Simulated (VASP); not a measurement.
Level of theory: PBE GGA, VASP's PBE PAW potentials (set 64) (plane waves; VASP).

VASP input:

INCAR:
```
# general
SYSTEM  = NaI
PREC    = Accurate
ENCUT   = 520
LREAL   = F
LASPH   = T
ICHARG  = 11

# electronic loop
EDIFF   = 1E-6
NELM    = 100
ALGO    = Normal
LMAXMIX = 4

# smearing
ISMEAR  = 0
SIGMA   = 0.05

# functional
GGA     = PE

# output
LWAVE   = F
LCHARG  = F
```

POSCAR:
```
NaI
1
    0.0000000000     3.2637976522     3.2637976522
    3.2637976522     0.0000000000     3.2637976522
    3.2637976522     3.2637976522     0.0000000000
Na I
1 1
Direct
  0.0000000000   0.0000000000   0.0000000000
  0.5000000000   0.5000000000   0.5000000000
```

KPOINTS:
```
k-points along high-symmetry lines
15
Line-mode
Reciprocal
  0.000000   0.000000   0.000000 ! GAMMA
  0.500000   0.000000   0.500000 ! X

  0.500000   0.000000   0.500000 ! X
  0.625000   0.250000   0.625000 ! U

  0.375000   0.375000   0.750000 ! K
  0.000000   0.000000   0.000000 ! GAMMA

  0.000000   0.000000   0.000000 ! GAMMA
  0.500000   0.500000   0.500000 ! L

  0.500000   0.500000   0.500000 ! L
  0.500000   0.250000   0.750000 ! W

  0.500000   0.250000   0.750000 ! W
  0.500000   0.000000   0.500000 ! X
```

POTCAR, in this order: Na_pv I (PBE.64 set). Program: vasp_std. Read from the step before: CHGCAR.

Output

File OUTCAR:
```
 ion  position               nearest neighbor table
   1  0.000  0.000  0.000-
   2  0.500  0.500  0.500-
  LATTYP: Found a face centered cubic cell.
 ALAT       =     6.5275953044
 Subroutine PRICEL returns:
 Original cell was already a primitive cell.
 Subroutine GETGRP returns: Found 48 space group operations
The static configuration has the point symmetry O_h .
The dynamic configuration has the point symmetry O_h .
 Subroutine INISYM returns: Found 48 space group operations
   k-points           NKPTS =     90   k-points in BZ     NKDIM =     90   number of bands    NBANDS=     11
   number of dos      NEDOS =    301   number of ions     NIONS =      2
   total plane-waves  NPLWV =  46656
   dimension x,y,z NGX =    36 NGY =   36 NGZ =   36
   dimension x,y,z NGXF=    72 NGYF=   72 NGZF=   72
   ions per type =               1   1
   PREC   = accura    normal or accurate (medium, high low for compatibility)
   ISTART =      0    job   : 0-new  1-cont  2-samecut
   ICHARG =     11    charge: 1-file 2-atom 10-const
   ISPIN  =      1    spin polarized calculation?
   LNONCOLLINEAR =      F non collinear calculations
   LSORBIT =      F    spin-orbit coupling
   INIWAV =      1    electr: 0-lowe 1-rand  2-diag
   ENCUT  =  520.0 eV  38.22 Ry    6.18 a.u.   8.58  8.58  8.58*2*pi/ulx,y,z
...
```

**OSZICAR**
```
       N       E                     dE             d eps       ncg     rms          rms(c)
DAV:   1     0.768084450901E+02    0.76808E+02   -0.68446E+03  1999   0.113E+03
DAV:   2     0.152973262716E+01   -0.75279E+02   -0.69973E+02  2089   0.232E+02
DAV:   3    -0.477545552085E+01   -0.63052E+01   -0.62679E+01  2384   0.681E+01
DAV:   4    -0.495777613534E+01   -0.18232E+00   -0.18220E+00  2430   0.122E+01
DAV:   5    -0.496270158319E+01   -0.49254E-02   -0.49253E-02  2376   0.205E+00
DAV:   6    -0.496292584277E+01   -0.22426E-03   -0.22426E-03  2802   0.420E-01
DAV:   7    -0.496293038110E+01   -0.45383E-05   -0.45383E-05  2386   0.441E-02
DAV:   8    -0.496293058442E+01   -0.20332E-06   -0.20333E-06  1706   0.821E-03
   1 F= -.49629306E+01 E0= -.49629306E+01  d E =-.543317E-15
```

### OUTCAR
```
 val. band max:        0.6340880281   @ k =   0.0000   0.0000   0.0000

 cond. band min:       4.2088684265   @ k =   0.0000   0.0000   0.0000



 k-point     1 :       0.0000    0.0000    0.0000
  band No.  band energies     occupation
      1     -21.8367      2.00000
      2     -21.8367      2.00000
      3     -21.8367      2.00000
      4     -10.3202      2.00000
      5       0.6341      2.00000
      6       0.6341      2.00000
      7       0.6341      2.00000
      8       4.2089      0.00000
      9       8.5622      0.00000
     10       8.5622      0.00000
     11       8.5622      0.00000

 k-point     2 :       0.0357    0.0000    0.0357
  band No.  band energies     occupation
      1     -21.8368      2.00000
      2     -21.8368      2.00000
      3     -21.8368      2.00000
      4     -10.3157      2.00000
      5       0.5892      2.00000
      6       0.6235      2.00000
      7       0.6235      2.00000
      8       4.2741      0.00000
      9       8.4873      0.00000
     10       8.5910      0.00000
     11       8.5910      0.00000

 k-point     3 :       0.0714    0.0000    0.0714
  band No.  band energies     occupation
      1     -21.8369      2.00000
      2     -21.8368      2.00000
      3     -21.8368      2.00000
      4     -10.3024      2.00000
      5       0.4652      2.00000
      6       0.5926      2.00000
      7       0.5926      2.00000
      8       4.4577      0.00000
      9       8.2945      0.00000
     10       8.6762      0.00000
     11       8.6762      0.00000

 k-point     4 :       0.1071    0.0000    0.1071
  band No.  band energies     occupation
      1     -21.8372      2.00000
      2     -21.8369      2.00000
      3     -21.8369      2.00000
      4     -10.2809      2.00000
      5       0.2868      2.00000
      6       0.5438      2.00000
      7       0.5438      2.00000
      8       4.7297      0.00000
      9       8.0409      0.00000
     10       8.8143      0.00000
...
```

The density is held fixed in this step, so its total energy and stress have no physical meaning. Unless said otherwise, spin-orbit coupling is left out, though it shifts the bands of the heavy elements here.

The compound is NaI in the rock salt structure. It was relaxed first.
